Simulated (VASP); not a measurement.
VASP input:

POSCAR:
```
Se
1
    2.1850000000    -3.7845310000     0.0000000000
    2.1850000000     3.7845310000     0.0000000000
    0.0000000000     0.0000000000     4.9500000000
Se
3
Direct
  0.0000000000   0.2250000000   0.6666670000
  0.7750000000   0.7750000000   0.0000000000
  0.2250000000   0.0000000000   0.3333330000
```

File KPOINTS:
```
Regular mesh
0
G
 6 6 5
```

**INCAR**
```
LWAVE = F
ALGO = Normal   # blocked Davidson
LCHARG = F
NELM = 100
SYSTEM = Se
SIGMA = 0.05
GGA = PE   # PBE
PREC = Accurate
LASPH = T   # aspherical one-centre terms
ISMEAR = 0
LMAXMIX = 4   # l cut-off of mixed one-centre charges
ENCUT = 275   # plane-wave cut-off (eV)
LREAL = F   # projection in real space or not
ISIF = 2
EDIFF = 1E-6   # SCF stop (eV)
```

POTCAR, in this order: Se (PBE.64 set). Program: vasp_std.

Question: Write an equivalent input for Ansatz.

Answer: One equivalent input (not run):
Ansatz 0.2 input:
```yaml
crystal:
  lattice:
    - [2.1850000, -3.7845310, 0.0000000]
    - [2.1850000, 3.7845310, 0.0000000]
    - [0.0000000, 0.0000000, 4.9500000]
  atoms:
    - { symbol: Se, position: [0.0000000, 0.2250000, 0.6666670] }
    - { symbol: Se, position: [0.7750000, 0.7750000, 0.0000000] }
    - { symbol: Se, position: [0.2250000, 0.0000000, 0.3333330] }
kpoints:
  mp_grid: { grid: [6, 6, 5] }
hamiltonian:
  xc: pbe
  pseudopotentials: { kind: paw }
scf:
  occupations: { method: gaussian, width: 0.05 }
  max_iter: 100
output: { forces: true, stress: true, eigenvalues: true }
```
The two are equivalent in intent, not identical: each code has its own PAW files, so the cut-off isn't converted (ENCUT is set for VASP's; basis.ecutwfc is left out, and Ansatz then takes the one that its files recommend); Ansatz stops its SCF on the density residual and VASP on the energy change (EDIFF).

The compound is Se in the trig structure. The cell was not relaxed at this level. The run is one of a series of settings (ENCUT = 275 against the base run), some of them coarse on purpose.
